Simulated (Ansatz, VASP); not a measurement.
## TmSb: VASP beside Ansatz

One calculation is typed for both programs; each brings its own data sets. How far apart do they land? Of the first pair: The cell is a member of a volume series, scaled by 0.96 from a relaxed one, so a pressure remains. Valence electrons are named where the data sets of a main pair hold unlike numbers.

Program: Ansatz 0.2.0. Level of theory: plane waves, with VASP 6.6.1 beside it; single point at LDA, DFT+U. Results are calculated unless marked as measured.

In doubt: a part-filled 4f shell, where there is one, can sit in one of many states (step 3), so energies may not be the lowest and differences between runs may mislead; derivatives with an open 4f shell can jump between states (step 3), which bears on forces and vibrations.

**1. Starting point**

It takes space group Fm-3m (No. 225, cubic). The conventional cell has a = 5.991 Å, b = 5.991 Å, c = 5.991 Å, α = 90.00°, β = 90.00°, γ = 90.00°. Nearest to Tm lie 6 Sb at 3.00 Å. Nearest to Sb lie 6 Tm at 3.00 Å. Farther neighbours are not listed.

Coordinates:

```xyz
2
Lattice="0.0000 2.9954 2.9954 2.9954 0.0000 2.9954 2.9954 2.9954 0.0000" Properties=species:S:1:pos:R:3 pbc="T T T"
Tm    2.9954    2.9954    2.9954
Sb    0.0000    0.0000    0.0000
```

**2. VASP: single point, LDA, DFT+U, volume scaled by 0.96**

With cell and atoms fixed, the geometry can't cause a difference; cores, projectors, grids and the points listed under the comparison can.

Lines of VASP's logs that name or quote its potential files are left out, and so is its time.

Contents of INCAR:

```
SYSTEM = TmSb
PREC = Accurate
ENCUT = 450
EDIFF = 1E-06
NELM = 150
ISMEAR = 0
SIGMA = 0.05
LREAL = .FALSE.
ALGO = Normal
GGA = CA
NBANDS = 21
ISPIN = 2
MAGMOM = 1.537 0.025
LDAU = .TRUE.
LDAUTYPE = 2
LDAUL = 3 -1
LDAUU = 7 0
LDAUJ = 0 0
LDAUPRINT = 1
LASPH = .TRUE.
LMAXMIX = 6
AMIX = 0.2
BMIX = 1E-04
AMIX_MAG = 0.8
BMIX_MAG = 1E-04
LORBIT = 11
LWAVE = .FALSE.
LCHARG = .FALSE.
KPAR = 2
ISIF = 2
```

Contents of POSCAR:

```
TmSb
1.0
    0.0000000000      2.9953627902      2.9953627902
    2.9953627902      0.0000000000      2.9953627902
    2.9953627902      2.9953627902      0.0000000000
Tm Sb
1 1
Direct
    0.5000000000      0.5000000000      0.5000000000
    0.0000000000      0.0000000000      0.0000000000
```

Contents of KPOINTS:

```
Automatic mesh
0
Gamma
6 6 6
0 0 0
```

PAW data sets: Tm and Sb (PBE family, release 64).

Started as:

```
$ mpirun -np 2 vasp_std
```

Numbers of over 12 decimals in the logs are rounded to 6 here.

Log:

```text
[banner, memory and clock lines left out]
running    2 mpi-ranks, on    1 nodes
 distrk:  each k-point on    1 cores,    2 groups
 distr:  one band on    1 cores,    1 groups

 POSCAR found type information on POSCAR TmSb
 POSCAR found :  2 types and       2 ions
|                                                                             |
|               ----> ADVICE to this user running VASP <----                  |
|                                                                             |
|     You enforced a specific xc type in the INCAR file but a different       |
|     [... a line on the potential file left out ...]
|     I HOPE YOU KNOW WHAT YOU ARE DOING!                                     |
|                                                                             |

 LDA part: xc-table for (Slater(with rela. corr.)+CA(PZ))
 , standard interpolation
 POSCAR, INCAR and KPOINTS ok, starting setup
 FFT: planning ... GRIDC
 FFT: planning ... GRID_SOFT
 FFT: planning ... GRID
 WAVECAR not read
 entering main loop
       N       E                     dE             d eps       ncg     rms          rms(c)
DAV:   1     0.165083656989E+03    0.16508E+03   -0.86469E+03  1825   0.673E+03
DAV:   2     0.224035140724E+02   -0.14268E+03   -0.13647E+03  1798   0.721E+02
DAV:   3    -0.293803043451E+01   -0.25342E+02   -0.24922E+02  1934   0.141E+02
DAV:   4    -0.720995185170E+01   -0.42719E+01   -0.42380E+01  2611   0.458E+01
DAV:   5    -0.767127143312E+01   -0.46132E+00   -0.46092E+00  2074   0.156E+01    0.264E+01
DAV:   6    -0.113157296204E+02   -0.36445E+01   -0.69978E+01  1705   0.199E+02    0.547E+01
DAV:   7    -0.808324859905E+01    0.32325E+01   -0.10114E+01  2028   0.836E+01    0.283E+01
DAV:   8    -0.798436126710E+01    0.98887E-01   -0.45912E+00  2308   0.698E+01    0.247E+01
DAV:   9    -0.727002915159E+01    0.71433E+00   -0.40896E+00  1900   0.155E+02    0.216E+01
DAV:  10    -0.648982499526E+01    0.78020E+00   -0.22069E+00  2339   0.427E+01    0.266E+01
DAV:  11    -0.648636924663E+01    0.34557E-02   -0.11265E+00  2270   0.312E+01    0.325E+01
DAV:  12    -0.745544555843E+01   -0.96908E+00   -0.11806E+00  2499   0.125E+01    0.305E+01
DAV:  13    -0.811821920462E+01   -0.66277E+00   -0.34542E+00  1986   0.544E+01    0.848E+00
DAV:  14    -0.814365117085E+01   -0.25432E-01   -0.45940E-01  2417   0.539E+00    0.104E+01
[...]
DAV:  29    -0.821198923755E+01   -0.30108E-05   -0.13808E-04  1736   0.430E-01    0.493E+00
DAV:  30    -0.821194016445E+01    0.49073E-04   -0.96111E-05  2332   0.107E-01    0.379E+00
DAV:  31    -0.821188173793E+01    0.58427E-04   -0.16003E-04  1895   0.451E-01    0.260E+00
DAV:  32    -0.821185010985E+01    0.31628E-04   -0.73912E-05  2321   0.725E-02    0.139E+00
DAV:  33    -0.821186013038E+01   -0.10021E-04   -0.23936E-05  1951   0.160E-01    0.478E-01
DAV:  34    -0.821187261711E+01   -0.12487E-04   -0.26415E-05  1909   0.220E-01    0.157E-01
DAV:  35    -0.821187253611E+01    0.81001E-07   -0.11677E-05  2203   0.904E-02    0.873E-02
DAV:  36    -0.821187333158E+01   -0.79547E-06   -0.90977E-07   952   0.173E-02
   1 F= -.82118733E+01 E0= -.81989070E+01  d E =-.259327E-01  mag=     1.6384
```

From OUTCAR (step 2):

```text
ion  position               nearest neighbor table
   1  0.500  0.500  0.500-   2 3.00   2 3.00   2 3.00   2 3.00   2 3.00   2 3.00
   2  0.000  0.000  0.000-   1 3.00   1 3.00   1 3.00   1 3.00   1 3.00   1 3.00

  LATTYP: Found a face centered cubic cell.
 ALAT       =     5.9907255804

 Subroutine GETGRP returns: Found 48 space group operations
 (whereof 48 operations were pure point group operations)

The static configuration has the point symmetry O_h .

 Found     16 irreducible k-points:

   k-points           NKPTS =     16   k-points in BZ     NKDIM =     16   number of bands    NBANDS=     21

   dimension x,y,z NGX =    30 NGY =   30 NGZ =   30
   dimension x,y,z NGXF=    60 NGYF=   60 NGZF=   60

   ENCUT  =  450.0 eV  33.07 Ry    5.75 a.u.   7.33  7.33  7.33*2*pi/ulx,y,z

   NELECT =      28.0000    total number of electrons

 k-points in reciprocal lattice and weights: Automatic mesh
   0.00000000  0.00000000  0.00000000       0.005
   0.16666667  0.00000000  0.00000000       0.037
   0.33333333  0.00000000  0.00000000       0.037
   0.50000000  0.00000000  0.00000000       0.019
   0.16666667  0.16666667  0.00000000       0.028
   0.33333333  0.16666667  0.00000000       0.111
   0.50000000  0.16666667  0.00000000       0.111
  -0.33333333  0.16666667  0.00000000       0.111
  -0.16666667  0.16666667  0.00000000       0.056
[...]
-0.33333333  0.33333333  0.16666667       0.111
  -0.33333333  0.50000000  0.16666667       0.056

atom =   1  type =  1  l = 3

 onsite density matrix

spin component  1

  0.9963 -0.0000  0.0006  0.0000 -0.0000  0.0000  0.0000
 -0.0000  0.9949  0.0000  0.0000 -0.0000  0.0000  0.0000
  0.0006  0.0000  0.9960 -0.0000  0.0000  0.0000  0.0000
  0.0000  0.0000 -0.0000  0.9968 -0.0000  0.0000  0.0000
 -0.0000 -0.0000  0.0000 -0.0000  0.9960 -0.0000 -0.0006
  0.0000  0.0000  0.0000  0.0000 -0.0000  0.9956  0.0000
  0.0000  0.0000  0.0000  0.0000 -0.0006  0.0000  0.9963

spin component  2

  0.6782  0.0000 -0.2444 -0.0000  0.0000  0.0000 -0.0000
  0.0000  0.9933  0.0000  0.0000 -0.0000 -0.0000 -0.0000
 -0.2444  0.0000  0.8044 -0.0000 -0.0000 -0.0000  0.0000
 -0.0000  0.0000 -0.0000  0.4889  0.0000 -0.0000  0.0000
  0.0000 -0.0000 -0.0000  0.0000  0.8044  0.0000  0.2444
  0.0000 -0.0000 -0.0000 -0.0000  0.0000  0.9937  0.0000
 -0.0000 -0.0000  0.0000  0.0000  0.2444  0.0000  0.6782

 occupancies and eigenvectors

  o =  0.4889  v =  0.0000  0.0000  0.0000  0.0000  0.0000  0.0000  0.0000 -0.7906  0.0000 -0.6124 -0.0000  0.0000  0.0000 -0.0000      0.0000  0.0000  0.0000  0.0000  0.0000  0.0000  0.0000  0.0000  0.0000  0.0000  0.0000  0.0000  0.0000  0.0000
  o =  0.4889  v =  0.0000  0.0000  0.0000  0.0000  0.0000  0.0000  0.0000  0.0000  0.0000  0.0000  0.0000  0.6124 -0.0000 -0.7906      0.0000  0.0000  0.0000  0.0000  0.0000  0.0000  0.0000  0.0000  0.0000  0.0000  0.0000  0.0000  0.0000  0.0000
  o =  0.4889  v =  0.0000  0.0000  0.0000  0.0000  0.0000  0.0000  0.0000  0.0000 -0.0000 -0.0000  1.0000 -0.0000  0.0000  0.0000      0.0000  0.0000  0.0000  0.0000  0.0000  0.0000  0.0000  0.0000  0.0000  0.0000  0.0000  0.0000  0.0000  0.0000
  o =  0.9933  v =  0.0000  0.0000  0.0000  0.0000  0.0000  0.0000  0.0000  0.0000 -1.0000  0.0000 -0.0000 -0.0000 -0.0000 -0.0000      0.0000  0.0000  0.0000  0.0000  0.0000  0.0000  0.0000  0.0000  0.0000  0.0000  0.0000  0.0000  0.0000  0.0000
  o =  0.9937  v =  0.0000  0.0000  0.0000  0.0000  0.0000  0.0000  0.0000  0.0000  0.0000 -0.0000  0.0000 -0.0004 -1.0000 -0.0003      0.0000  0.0000  0.0000  0.0000  0.0000  0.0000  0.0000  0.0000  0.0000  0.0000  0.0000  0.0000  0.0000  0.0000
  o =  0.9937  v =  0.0000  0.0000  0.0000  0.0000  0.0000  0.0000  0.0000  0.0000 -0.0000 -0.0000 -0.0000  0.7906 -0.0005  0.6124      0.0000  0.0000  0.0000  0.0000  0.0000  0.0000  0.0000  0.0000  0.0000  0.0000  0.0000  0.0000  0.0000  0.0000
  o =  0.9937  v =  0.0000  0.0000  0.0000  0.0000  0.0000  0.0000  0.0000 -0.6124  0.0000  0.7906  0.0000 -0.0000 -0.0000  0.0000      0.0000  0.0000  0.0000  0.0000  0.0000  0.0000  0.0000  0.0000  0.0000  0.0000  0.0000  0.0000  0.0000  0.0000
  o =  0.9949  v =  0.0000  1.0000  0.0000 -0.0000  0.0000 -0.0000  0.0000  0.0000  0.0000  0.0000  0.0000  0.0000  0.0000  0.0000      0.0000  0.0000  0.0000  0.0000  0.0000  0.0000  0.0000  0.0000  0.0000  0.0000  0.0000  0.0000  0.0000  0.0000
  o =  0.9956  v =  0.0000  0.0000 -0.0000 -0.0000  0.0001  1.0000  0.0001  0.0000  0.0000  0.0000  0.0000  0.0000  0.0000  0.0000      0.0000  0.0000  0.0000  0.0000  0.0000  0.0000  0.0000  0.0000  0.0000  0.0000  0.0000  0.0000  0.0000  0.0000
  o =  0.9956  v =  0.6124  0.0000 -0.7906 -0.0000  0.0000 -0.0000 -0.0000  0.0000  0.0000  0.0000  0.0000  0.0000  0.0000  0.0000      0.0000  0.0000  0.0000  0.0000  0.0000  0.0000  0.0000  0.0000  0.0000  0.0000  0.0000  0.0000  0.0000  0.0000
  o =  0.9956  v =  0.0000  0.0000 -0.0000  0.0000 -0.7906  0.0001 -0.6124  0.0000  0.0000  0.0000  0.0000  0.0000  0.0000  0.0000      0.0000  0.0000  0.0000  0.0000  0.0000  0.0000  0.0000  0.0000  0.0000  0.0000  0.0000  0.0000  0.0000  0.0000
  o =  0.9968  v = -0.7906  0.0000 -0.6124 -0.0000  0.0000 -0.0000 -0.0000  0.0000  0.0000  0.0000  0.0000  0.0000  0.0000  0.0000      0.0000  0.0000  0.0000  0.0000  0.0000  0.0000  0.0000  0.0000  0.0000  0.0000  0.0000  0.0000  0.0000  0.0000
  o =  0.9968  v =  0.0000  0.0000 -0.0000  0.0007 -0.6124 -0.0000  0.7906  0.0000  0.0000  0.0000  0.0000  0.0000  0.0000  0.0000      0.0000  0.0000  0.0000  0.0000  0.0000  0.0000  0.0000  0.0000  0.0000  0.0000  0.0000  0.0000  0.0000  0.0000
  o =  0.9968  v =  0.0000  0.0000 -0.0000  1.0000  0.0004  0.0000 -0.0006  0.0000  0.0000  0.0000  0.0000  0.0000  0.0000  0.0000      0.0000  0.0000  0.0000  0.0000  0.0000  0.0000  0.0000  0.0000  0.0000  0.0000  0.0000  0.0000  0.0000  0.0000

 average (electrostatic) potential at core
       1 -33.1541       2 -86.3472

 E-fermi :   4.3604

 spin component 1
 k-point     1 :       0.0000    0.0000    0.0000
  band No.  band energies     occupation
    ...
      8      -0.6784      1.00000
      9      -0.0537      1.00000
     10      -0.0537      1.00000
     11      -0.0537      1.00000
     12       0.0888      1.00000
     13       5.9094      0.00000
     14       5.9094      0.00000
     15       5.9094      0.00000
     16       6.5937      0.00000
     17       6.5937      0.00000
    ...

 k-point     2 :       0.1667    0.0000    0.0000
  band No.  band energies     occupation
    ...
      9      -0.0614      1.00000
     10      -0.0614      1.00000
     11      -0.0533      1.00000
     12       0.0944      1.00000
     13       3.7652      1.00000
     14       4.6810      0.00000
     15       4.6810      0.00000
     16       7.0825      0.00000
     17       7.0825      0.00000
     18       7.1030      0.00000
    ...

 k-point     3 :       0.3333    0.0000    0.0000
  band No.  band energies     occupation
    ...
     11      -0.0524      1.00000
     12       0.1059      1.00000
     13       1.4219      1.00000
     14       3.5916      1.00000
     15       3.5916      1.00000
     16       7.5423      0.00000
     17       8.1021      0.00000
     18       8.1021      0.00000
     19      10.8609      0.00000
     20      11.4209      0.00000
    ...

 k-point     4 :       0.5000    0.0000    0.0000
  band No.  band energies     occupation
    ...
     11      -0.0519      1.00000
     12       0.1140      1.00000
     13       0.2432      1.00000
     14       3.2078      1.00000
     15       3.2078      1.00000
     16       8.6161      0.00000
     17       8.9374      0.00000
     18       8.9962      0.00000
     19       8.9962      0.00000
     20      11.5261      0.00000
    ...

 k-point     5 :       0.1667    0.1667    0.0000
  band No.  band energies     occupation
    ...
      9      -0.0616      1.00000
     10      -0.0608      1.00000
     11      -0.0608      1.00000
     12       0.0963      1.00000
     13       3.3000      1.00000
     14       4.8843      0.00000
     15       4.8843      0.00000
     16       5.9232      0.00000
     17       7.7140      0.00000
     18       8.3120      0.00000
    ...

 k-point     6 :       0.3333    0.1667    0.0000
  band No.  band energies     occupation
    ...
     11      -0.0617      1.00000
     12       0.1063      1.00000
     13       1.9463      1.00000
     14       3.6414      1.00000
     15       4.1058      1.00000
     16       6.3617      0.00000
     17       8.3439      0.00000
     18       8.6222      0.00000
     19       9.8250      0.00000
     20      10.5461      0.00000
    ...

  Total        0.8042066      0.8042066      0.8042066      0.0000000      0.0000000     -0.0000000
  in kB       23.9717608     23.9717608     23.9717608      0.0000000      0.0000000     -0.0000000
  external PRESSURE =      23.9717608 kB  Pullay stress =       0.0000000 kB

  energy-cutoff  :      450.00
  volume of cell :       53.75
      direct lattice vectors                 reciprocal lattice vectors
     0.000000000  2.995362790  2.995362790    -0.166924688  0.166924688  0.166924688
     2.995362790  0.000000000  2.995362790     0.166924688 -0.166924688  0.166924688
     2.995362790  2.995362790  0.000000000     0.166924688  0.166924688 -0.166924688

 POSITION                                       TOTAL-FORCE (eV/Angst)
 -----------------------------------------------------------------------------------
      2.99536      2.99536      2.99536         0.000000     -0.000000      0.000000
      0.00000      0.00000      0.00000        -0.000000      0.000000      0.000000
 -----------------------------------------------------------------------------------
    total drift:                                0.000000     -0.000000      0.000000

  FREE ENERGIE OF THE ION-ELECTRON SYSTEM (eV)
  ---------------------------------------------------
  free  energy   TOTEN  =        -8.2118733316 eV

  energy  without entropy=       -8.1859406111  energy(sigma->0) =       -8.19890697

 total charge
# of ion       s       p       d       f       tot
--------------------------------------------------
    1        2.130   5.969   0.513  12.405  21.017
    2        1.142   1.467   0.013   0.000   2.623
--------------------------------------------------
tot          3.273   7.436   0.526  12.405  23.640

 magnetization (x)
# of ion       s       p       d       f       tot
--------------------------------------------------
    1        0.003  -0.011   0.026   1.529   1.547
    2        0.000   0.020   0.001   0.000   0.021
--------------------------------------------------
tot          0.003   0.009   0.027   1.529   1.567

[... 6 further parts left out ...]
```

The cell holds one magnetic atom, so no antiferromagnetic order fits into it. The k-mesh is coarse for a metal. DFT+U on an f shell has many metastable occupations, and no search among them was made. The PAW data sets were made with PBE, a small mismatch for LDA. The scan keeps the cell's shape and the fractional positions fixed.

(Part 1 of 3 ends here.)

[Lines on the potential files, build, host, timing and source positions are cut from VASP's logs without a mark.]

[Logs are printed without paths, hosts, clocks, repeated set-up lines and the standing remarks that a program may print on its own settings, such as how far it seeks lower states.]

[Hosts, paths, dates, database ids (printed as entryN), source tags and the programs' standing remarks are cut or masked in the printed files.]
